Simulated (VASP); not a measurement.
Write the native input for VASP 6.6.1 that does the following.

- Task: single point
- Functional: r2SCAN
- Potentials or basis: VASP PAW PBE potentials, release 64 (Si, B)
- Cutoff: 520 eV
- k mesh: 12 × 12 × 6
- Occupations: gaussian, width 0.1 eV
- Spin: no spin polarisation
- Further INCAR settings: ALGO = Normal; EDIFF = 1e-06

The structure of SiB lies in POSCAR:

```
SiB                                     
1.0
    3.1807540148     -0.0000000000      0.0000000000
   -1.5903770073      2.7546137759      0.0000000000
    0.0000000000      0.0000000000      5.8424945151
  Si              B             
     2     2
Direct
     0.6666666699999979    0.3333333300000021    0.5175049733475237
     0.3333333300000021    0.6666666699999979    0.0175049733475237
     0.6666666699999979    0.3333333300000021    0.8574721866524766
     0.3333333300000021    0.6666666699999979    0.3574721866524765
```

The cell was built by a generator and needn't be a form met in nature.

One way to write it, as run:

INCAR

```
SYSTEM = SiB
  PREC = Accurate
  ENCUT = 520
  EDIFF = 1E-6
  ISMEAR = 0
  SIGMA = 0.1
  LREAL = .FALSE.
  LASPH = .TRUE.
  NELM = 150
  ALGO = Normal
  ISIF = 2
  LWAVE = .FALSE.
  LCHARG = .FALSE.
  METAGGA = R2SCAN
  LMIXTAU = .TRUE.
  KPAR = 2
```

KPOINTS

```
regular mesh
0
G
  12 12 6
  0 0 0
```

Potentials or basis: VASP PAW PBE potentials, release 64 (Si, B).

The run is started by

```sh
$ cat potpaw_PBE.64/Si/POTCAR potpaw_PBE.64/B/POTCAR > POTCAR
$ mpirun -np 2 vasp_std > vasp.out
```

Results of the run:

```
Pressure               : -0.9 GPa
Largest force          : 0.013 eV/Å
Band gap on the k mesh : none (metal or under the smearing width)
```

Caveat: the PAW data sets were made with another functional, which shifts forces and pressure a little.

Wall time 96 s on 2 MPI ranks on AMD EPYC 7R13 Processor (Zen 3) (shared host), peak memory 0.16 GiB a rank.
